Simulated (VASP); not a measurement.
# BeCr3 (Pm-3m) in VASP: further runs

Aim: see how the results for BeCr3 move with the level of theory and the settings. Levels: PW91, r2SCAN, SCAN, optB88-vdW, vdW-DF-cx. Tasks: relaxation of cell and atoms.

Everything below comes from runs of VASP 6.6.1. Logs are shortened: lines on timing, memory, paths and dates and some standing lists are left out, and cuts for length are marked.

## 1. Starting point

Symmetry: Pm-3m, No. 221, cubic system. The conventional cell has a = 3.511 Å, b = 3.511 Å, c = 3.511 Å, α = 90.00°, β = 90.00°, γ = 90.00°. Cr (site symmetry 4/mmm) has 8 Cr at 2.48 Å and 4 Be at 2.48 Å as nearest neighbours. Be (site symmetry m-3m) is surrounded by 12 Cr at 2.48 Å.

The cell comes from a database or a generator and needn't be the stable form of this composition.

## 2. Relaxation of cell and atoms, PW91, collinear spin, ferromagnetic start

The input, INCAR:

```
PREC     = Accurate       # precision mode
ENCUT    = 600            # plane-wave cutoff, eV
EDIFF    = 1E-7           # SCF threshold, eV
ISMEAR   = -1             # smearing method
SIGMA    = 0.05           # smearing width, eV
LREAL    = False          # projectors in reciprocal space
LASPH    = True           # aspherical terms in the spheres
NELM     = 150            # most SCF steps
ALGO     = Normal         # electronic algorithm
ISIF     = 3              # what is computed and relaxed
LWAVE    = False          # write WAVECAR
LCHARG   = False          # write CHGCAR
ISPIN    = 2              # spin polarisation
MAGMOM   = 3 3 3 0        # initial moments
LORBIT   = 11             # projections on sites
LMAXMIX  = 4              # l up to which the mixer works
GGA      = 91             # functional
IBRION   = 2              # ionic algorithm
NSW      = 60             # ionic steps
EDIFFG   = -0.005         # ionic threshold
```

The input, KPOINTS:

```
Automatic mesh
0
Gamma
  6 6 6
```

The input, POSCAR:

```
BeCr3
1.0
    3.5112140000      0.0000000000      0.0000000000
    0.0000000000      3.5112140000      0.0000000000
    0.0000000000      0.0000000000      3.5112140000
Cr Be
3 1
Direct
    0.5000000000      0.5000000000      0.0000000000
    0.5000000000      0.0000000000      0.5000000000
    0.0000000000      0.5000000000      0.5000000000
    0.0000000000      0.0000000000      0.0000000000
```

Potentials or basis: VASP PAW PBE potentials, release 64 (Cr_pv, Be).

Command:

```bash
> cat potpaw_PBE.64/Cr_pv/POTCAR potpaw_PBE.64/Be/POTCAR > POTCAR
> mpirun -np 1 vasp_std > vasp.out
```

OUTCAR:

```text
PREC = Accurate
   ENCUT = 600
   EDIFF = 1E-7
   ISMEAR = -1
   LREAL = False
   LASPH = True
   NELM = 150
   ISIF = 3
   ISPIN = 2
   LORBIT = 11
   GGA = 91
   IBRION = 2
   NSW = 60
   EDIFFG = -0.005

 ion  position               nearest neighbor table
   1  0.500  0.500  0.000-   2 2.48   3 2.48   4 2.48   2 2.48   3 2.48   2 2.48   4 2.48   2 2.48
                             3 2.48   4 2.48   3 2.48   4 2.48
   2  0.500  0.000  0.500-   1 2.48   3 2.48   4 2.48   1 2.48   4 2.48   1 2.48   3 2.48   1 2.48
                             3 2.48   4 2.48   4 2.48   3 2.48
   3  0.000  0.500  0.500-   1 2.48   2 2.48   4 2.48   1 2.48   4 2.48   2 2.48   4 2.48   4 2.48
                             1 2.48   2 2.48   1 2.48   2 2.48
   4  0.000  0.000  0.000-   1 2.48   2 2.48   3 2.48   2 2.48   3 2.48   1 2.48   3 2.48   3 2.48
                             1 2.48   2 2.48   2 2.48   1 2.48

  LATTYP: Found a simple cubic cell.
 ALAT       =     3.5112140000

  Lattice vectors:

 A1 = (   3.5112140000,   0.0000000000,   0.0000000000)
 A2 = (   0.0000000000,   3.5112140000,   0.0000000000)
 A3 = (   0.0000000000,   0.0000000000,   3.5112140000)

Analysis of symmetry for initial positions (statically):
=====================================================================
 Subroutine PRICEL returns:
 Original cell was already a primitive cell.

 Routine SETGRP: Setting up the symmetry group for a
 simple cubic supercell.

 Subroutine GETGRP returns: Found 48 space group operations
 (whereof 48 operations were pure point group operations)
 out of a pool of 48 trial point group operations.

The static configuration has the point symmetry O_h .

Analysis of symmetry for dynamics (positions and initial velocities):
=====================================================================
 Subroutine PRICEL returns:
 Original cell was already a primitive cell.

 Routine SETGRP: Setting up the symmetry group for a
 simple cubic supercell.

 Subroutine GETGRP returns: Found 48 space group operations
 (whereof 48 operations were pure point group operations)
 out of a pool of 48 trial point group operations.

The dynamic configuration has the point symmetry O_h .

Analysis of structural, dynamic, and magnetic symmetry:
=====================================================================
 Subroutine PRICEL returns:
 Original cell was already a primitive cell.

 Routine SETGRP: Setting up the symmetry group for a
 simple cubic supercell.

 Subroutine GETGRP returns: Found 48 space group operations
 (whereof 48 operations were pure point group operations)
 out of a pool of 48 trial point group operations.

The overall configuration has the point symmetry O_h .

 Subroutine INISYM returns: Found 48 space group operations
 (whereof 48 operations are pure point group operations),
 and found     1 'primitive' translations

----------------------------------------------------------------------------------------

                                     Primitive cell

  volume of cell :      43.2884

  direct lattice vectors                    reciprocal lattice vectors
     3.511214000  0.000000000  0.000000000     0.284801781  0.000000000  0.000000000
     0.000000000  3.511214000  0.000000000     0.000000000  0.284801781  0.000000000
     0.000000000  0.000000000  3.511214000     0.000000000  0.000000000  0.284801781

  length of vectors
     3.511214000  3.511214000  3.511214000     0.284801781  0.284801781  0.284801781

  position of ions in fractional coordinates (direct lattice)
     0.500000000  0.500000000  0.000000000
     0.500000000  0.000000000  0.500000000
     0.000000000  0.500000000  0.500000000
     0.000000000  0.000000000  0.000000000

  ion indices of the primitive-cell ions
   primitive index   ion index
                 1           1
                 2           2
                 3           3
                 4           4

----------------------------------------------------------------------------------------

 KPOINTS: Automatic mesh

Automatic generation of k-mesh.
 Grid dimensions read from file:
 generate k-points for:    6    6    6

 Generating k-lattice:

  Cartesian coordinates                     Fractional coordinates (reciprocal lattice)
     0.047466963  0.000000000  0.000000000     0.166666667  0.000000000  0.000000000
     0.000000000  0.047466963  0.000000000     0.000000000  0.166666667  0.000000000
     0.000000000  0.000000000  0.047466963     0.000000000  0.000000000  0.166666667

  Length of vectors
     0.047466963  0.047466963  0.047466963

  Shift w.r.t. Gamma in fractional coordinates (k-lattice)
     0.000000000  0.000000000  0.000000000

 Subroutine IBZKPT returns following result:
 ===========================================

 Found     20 irreducible k-points:

 Following reciprocal coordinates:
            Coordinates               Weight
  0.000000  0.000000  0.000000      1.000000
  0.166667  0.000000  0.000000      6.000000
  0.333333  0.000000  0.000000      6.000000
  0.500000  0.000000  0.000000      3.000000
  0.166667  0.166667  0.000000     12.000000
  0.333333  0.166667  0.000000     24.000000
[... 12 lines left out ...]
  0.500000  0.500000  0.333333      6.000000
  0.500000  0.500000  0.500000      1.000000
   k-points           NKPTS =     20   k-points in BZ     NKDIM =     20   number of bands    NBANDS=     28
   number of dos      NEDOS =    301   number of ions     NIONS =      4
   total plane-waves  NPLWV =  21952
   dimension x,y,z NGX =    28 NGY =   28 NGZ =   28
   dimension x,y,z NGXF=    56 NGYF=   56 NGZF=   56
   ions per type =               3   1
   NGX,Y,Z   is equivalent  to a cutoff of  13.26, 13.26, 13.26 a.u.
   NGXF,Y,Z  is equivalent  to a cutoff of  26.51, 26.51, 26.51 a.u.
 SYSTEM =  unknown system
   PREC   = accura    normal or accurate (medium, high low for compatibility)
   ISTART =      0    job   : 0-new  1-cont  2-samecut
   ICHARG =      2    charge: 1-file 2-atom 10-const
   ISPIN  =      2    spin polarized calculation?
   LNONCOLLINEAR =      F non collinear calculations
   LSORBIT =      F    spin-orbit coupling
   LASPH  =      T    aspherical Exc in radial PAW
   ENCUT  =  600.0 eV  44.10 Ry    6.64 a.u.   7.01  7.01  7.01*2*pi/ulx,y,z
   NELM   =    150;   NELMIN=  2; NELMDL= -5     # of ELM steps
   EDIFF  = 0.1E-06   stopping-criterion for ELM
   LREAL  =      F    real-space projection
   EDIFFG = -.5E-02   stopping-criterion for IOM
   NSW    =     60    number of steps for IOM
   IBRION =      2    ionic relax: 0-MD 1-quasi-New 2-CG
   NFREE  =      1    steps in history (QN), initial steepest desc. (CG)
   ISIF   =      3    stress and relaxation
   ISYM   =      2    0-nonsym 1-usesym 2-fastsym
   POTIM  = 0.5000    time-step for ionic-motion
   TEBEG  =    0.0;   TEEND  =   0.0 temperature during run
   PSTRESS=    0.0 pullay stress
   NELECT =      38.0000    total number of electrons
   NUPDOWN=      -1.0000    fix difference up-down
   EMIN   =  10.00;   EMAX   =-10.00  energy-range for DOS
   EFERMI =   0.00;   METHOD = LEGACY
   ISMEAR =    -1;   SIGMA  =   0.05  broadening in eV -4-tet -1-fermi 0-gaus
   EFERMI_NEDOS =   21; number of points for ismear=-14 and -15
   IALGO  =     38    algorithm
   IMIX   =      4    mixing-type and parameters
     AMIX     =   0.40;   BMIX     =  1.00
     AMIX_MAG =   1.60;   BMIX_MAG =  1.00
  volume/ion in A,a.u.               =      10.82        73.03
  Fermi-wavevector in a.u.,A,eV,Ry     =   1.567516  2.962176 33.430975  2.457107
  Thomas-Fermi vector in A             =   2.669684
   LORBIT       =     11    0 simple, 1 ext, 2 COOP (PROOUT), +10 PAW based schemes
   GGA     = 91    functional components
   LHFCALC =     F    Hartree Fock is set to
   AEXX    =    0.0000 exact exchange contribution
   IVDW    =     0    specifies the selected vdW correction
   LEPSILON=     F    determine dielectric tensor
   LRPA    =     F    only Hartree local field effects (RPA)
 conjugate gradient relaxation of ions
 spin polarized calculation
  energy-cutoff  :      600.00
  volume of cell :       43.29
 maximum number of plane-waves:      1472
   NGX = 15   NGY = 15   NGZ = 15

--------------------------------------- Ionic step        1  -------------------------------------------

 number of electron      37.9999983 magnetization      -0.0000649

 number of electron      37.9999983 magnetization       0.0000074

 Free energy of the ion-electron system (eV)
  ---------------------------------------------------
  ext. energy  EPLUGINS =         0.00000000
  ---------------------------------------------------
  free energy    TOTEN  =       -31.70997870 eV

  energy without entropy =      -31.68304821  energy(sigma->0) =      -31.69651345

------------------------ aborting loop because EDIFF is reached ----------------------------------------

  FORCE on cell =-STRESS in cart. coord.  units (eV):
  Direction    XX          YY          ZZ          XY          YZ          ZX
  --------------------------------------------------------------------------------------
  -------------------------------------------------------------------------------------
  Total       -0.2827981     -0.2827981     -0.2827981     -0.0000000      0.0000000      0.0000000
  in kB      -10.4668289    -10.4668289    -10.4668289     -0.0000000      0.0000000      0.0000000
  external PRESSURE =     -10.4668289 kB  Pullay stress =       0.0000000 kB
[... 65 lines left out ...]
--------------------------------------- Ionic step        3  -------------------------------------------

 number of electron      37.9999988 magnetization      -0.0000001

 number of electron      37.9999988 magnetization       0.0000002

 Free energy of the ion-electron system (eV)
  ---------------------------------------------------
  ext. energy  EPLUGINS =         0.00000000
  ---------------------------------------------------
  free energy    TOTEN  =       -31.71068498 eV

  energy without entropy =      -31.68384425  energy(sigma->0) =      -31.69726462

 E-fermi :   9.8686     XC(G=0): -13.0297

 val. band max:        9.8447855232   @ k =   0.5000   0.1667   0.0000
 cond. band min:       9.8699648682   @ k =   0.1667   0.0000   0.0000
 fundamental gap:      0.0251793451
 Fermi energy:         9.8685752683

 spin component 1

 k-point     1 :       0.0000    0.0000    0.0000
  band No.  band energies     occupation
      1     -33.3971      1.00000
      2     -33.3971      1.00000
      3     -33.3971      1.00000
      4     -32.9149      1.00000
      5     -32.9149      1.00000
      6     -32.9149      1.00000
[... 609 lines left out ...]
     27      12.4722      0.00000
     28      12.4722      0.00000
 Fermi energy:         9.8685752683

 spin component 2

 k-point     1 :       0.0000    0.0000    0.0000
  band No.  band energies     occupation
      1     -33.3971      1.00000
      2     -33.3971      1.00000
      3     -33.3971      1.00000
      4     -32.9149      1.00000
      5     -32.9149      1.00000
      6     -32.9149      1.00000
[... 640 lines left out ...]
  FREE ENERGIE OF THE ION-ELECTRON SYSTEM (eV)
  ---------------------------------------------------
  free  energy   TOTEN  =       -31.7106849847 eV

  energy  without entropy=      -31.6838442525  energy(sigma->0) =      -31.69726462

 reached required accuracy - stopping structural energy minimisation

 total charge

# of ion       s       p       d       tot
------------------------------------------
    1        0.417   6.372   4.279  11.068
    2        0.417   6.372   4.279  11.068
    3        0.417   6.372   4.279  11.068
    4        0.446   0.730   0.000   1.176
--------------------------------------------------
tot          1.696  19.845  12.838  34.379

 magnetization (x)

# of ion       s       p       d       tot
------------------------------------------
    1       -0.000  -0.000  -0.000  -0.000
    2       -0.000  -0.000  -0.000  -0.000
    3       -0.000  -0.000  -0.000  -0.000
    4        0.000   0.000   0.000   0.000
--------------------------------------------------
tot         -0.000  -0.000  -0.000  -0.000
```

Run time: 3.3 min. Hardware: 1 thread of AMD EPYC 7R13 (Zen 3), shared host; peak memory 0.16 GiB.

What came out:

```
Free energy                                           : -31.7107 eV
Relaxed volume                                        : 10.77 Å³/atom
Relaxed cell                                          : a = 3.505 Å, b = 3.505 Å, c = 3.505 Å, α = 90.00°, β = 90.00°, γ = 90.00°
Space group after relaxing (to 0.05 Å)                : Pm-3m (No. 221)
Energy gained by relaxing                             : 0.2 meV/atom
Ionic steps                                           : 3
Pressure after relaxing                               : 0.0 GPa
Band gap on the k mesh                                : none (metal or under the smearing width)
Net moment                                            : 0.00 μB per cell
Valence electrons inside the program's atomic spheres : Cr 11.07; Be 1.18
```

The path:
```
step  energy change (eV)  largest force (eV/Å)  pressure (GPa)  volume (Å³)
   1              0.0000                0.0000           -1.05        43.29
   2              0.0001                0.0000            1.17        42.85
   3             -0.0007                0.0000            0.01        43.07
```

Final structure:
```
CELL_PARAMETERS angstrom
3.50542 0.00000 0.00000
0.00000 3.50542 0.00000
0.00000 0.00000 3.50542
ATOMIC_POSITIONS crystal
Cr 0.50000 0.50000 0.00000
Cr 0.50000 0.00000 0.50000
Cr 0.00000 0.50000 0.50000
Be 0.00000 0.00000 0.00000
```

Caveat: the starting moments collapsed, and a magnetic state may lie lower; the PAW data sets were made with another functional, which shifts forces and pressure a little.

(Continued in part 2 of 3.)
